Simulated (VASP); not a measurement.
Data:

```
CELL_PARAMETERS angstrom
     -2.78744     2.78744     2.78744
      2.78744    -2.78744     2.78744
      2.78744     2.78744    -2.78744
ATOMIC_POSITIONS crystal
  Rb 0.00000 0.00000 0.00000
```

The numbers are results of PBEsol GGA, VASP's PBE PAW potentials (set 64) (plane waves; VASP), not measurements. Run with 500 eV cut-off, 9×9×9 Γ-centred mesh, first-order Methfessel-Paxton smearing of 0.10 eV, potentials Rb_sv.

Energy and stress use the plane-wave basis of the starting cell.

Q: The ions, cell shape and volume at an external pressure of 5.0 GPa are relaxed. Which structure does the run end with?

A: 
```
CELL_PARAMETERS angstrom
     -2.28203     2.28203     2.28203
      2.28203    -2.28203     2.28203
      2.28203     2.28203    -2.28203
ATOMIC_POSITIONS crystal
  Rb 0.00000 0.00000 0.00000
```
Space group Im-3m (229), at a tolerance of 0.03 Å.

Q: How do energy and volume change from the first to the last step?

A: The energy (σ→0) changes by +391.4 meV/atom and the volume by -45.1 %, in 4 ionic steps.

```tsv
step	E(σ→0) (eV)	max force (eV/Å)	pressure (GPa)	volume (Å³)
1	-1.0270	0.000	-0.01	86.63
2	-0.8526	0.000	2.63	56.89
3	-0.7055	0.000	4.27	49.97
4	-0.6355	0.000	5.01	47.54
```

The compound is Rb in the bcc structure. This run relaxes it under an external pressure of 5 GPa. Symmetry was kept, so distortions that lower it aren't found.
